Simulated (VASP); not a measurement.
Write the native input for VASP 6.6.1 that does the following.

* Task: relaxation of cell and atoms
* Functional: PBE
* Dispersion: D3(BJ)
* Potentials or basis: VASP PAW PBE potentials, release 64 (Sn_d, Se)
* Cutoff: 600 eV
* k mesh: 12 × 12 × 8
* Occupations: gaussian, width 0.03 eV
* Spin: no spin polarisation
* Target pressure: 12 GPa
* Dipole correction: no
* Further INCAR settings: ALGO = Fast; EDIFF = 1e-06; IBRION = 2; EDIFFG = -0.003; NSW = 80; ISIF = 3
* Target pressure: 12 GPa

The structure of SnSe2 lies in POSCAR:

```
SnSe2
1.0
    3.6015249768      0.0000000000      0.0000000000
   -1.8007624884      3.1190121222      0.0000000000
    0.0000000000      0.0000000000      5.7996743066
Sn Se
1 2
Direct
    0.0000000000      0.0000000000      0.0000000000
    0.3333333333      0.6666666667      0.2500000000
    0.6666666667      0.3333333333      0.7500000000
```

The cell was built by a generator and needn't be a form met in nature.

The input as run:

INCAR

```
PREC = Accurate
ENCUT = 600
EDIFF = 1E-6
ISMEAR = 0
SIGMA = 0.03
LREAL = F
LASPH = T
NELM = 100
ALGO = Fast
ISIF = 3
LWAVE = F
LCHARG = F
GGA = PE
IVDW = 12
IBRION = 2
NSW = 80
EDIFFG = -0.003
PSTRESS = 120.0
```

KPOINTS

```
Automatic mesh
0
Gamma
  12 12 8
```

Potentials or basis: VASP PAW PBE potentials, release 64 (Sn_d, Se).

The run is started by

```console
$ cat potpaw_PBE.64/Sn_d/POTCAR potpaw_PBE.64/Se/POTCAR > POTCAR
$ mpirun -np 1 vasp_std > vasp.out
```

It gave:

The relaxed volume is 21.11 Å³/atom and the relaxed cell is a = 3.704 Å, b = 3.704 Å, c = 5.331 Å, α = 90.00°, β = 90.00°, γ = 120.00°. The space group after relaxing (to 0.05 Å) is P-3m1 (No. 164) and the energy change on relaxing (the enthalpy is what falls) is -173.6 meV/atom. The ionic steps are 26, the pressure after relaxing is 12.0 GPa and the band gap on the k mesh is none (metal or under the smearing width). The dispersion energy per atom is -0.445 eV.

Caveat: the cell is relaxed towards a set pressure, so the enthalpy falls and the energy may rise.

Run time: 16 min on 1 thread of Intel(R) Xeon(R) 6975P-C (Granite Rapids), with other jobs on the host, peak memory 0.36 GiB.
